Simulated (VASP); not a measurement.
Input:

```cif
data_Li2O
_chemical_formula_sum 'Li2 O1'
_space_group_name_H-M_alt 'P 1'
_space_group_IT_number 1
_cell_length_a 3.20560
_cell_length_b 3.20560
_cell_length_c 3.20560
_cell_angle_alpha 60.000
_cell_angle_beta 60.000
_cell_angle_gamma 60.000
loop_
_space_group_symop_operation_xyz
  'x, y, z'
loop_
_atom_site_label
_atom_site_type_symbol
_atom_site_fract_x
_atom_site_fract_y
_atom_site_fract_z
_atom_site_occupancy
Li1 Li 0.25000 0.25000 0.25000 1
Li2 Li 0.75000 0.75000 0.75000 1
O1 O 0.00000 0.00000 0.00000 1
```

These are PBE GGA with D3 dispersion (Becke-Johnson damping), VASP's PBE PAW potentials (set 64) (plane waves; VASP 6.6.1) values and carry that method's errors. Numerical set-up: 520 eV cut-off, 8×8×8 Γ-centred mesh, Gaussian smearing of 0.050 eV, potentials Li_sv O.

Problem. Give the energy at these volumes per atom, relative to the lowest: 7.30, 7.53, 7.76, 8.00, 8.23 Å³.

Solution. 8.8, 2.1, 0.0, 1.9, 7.2 meV/atom. A third-order Birch-Murnaghan fit gives B0 = 91.2 GPa and B0′ = 3.9.

The compound is Li2O in the antifluorite structure. It was relaxed first, which changed the volume by -6 %.
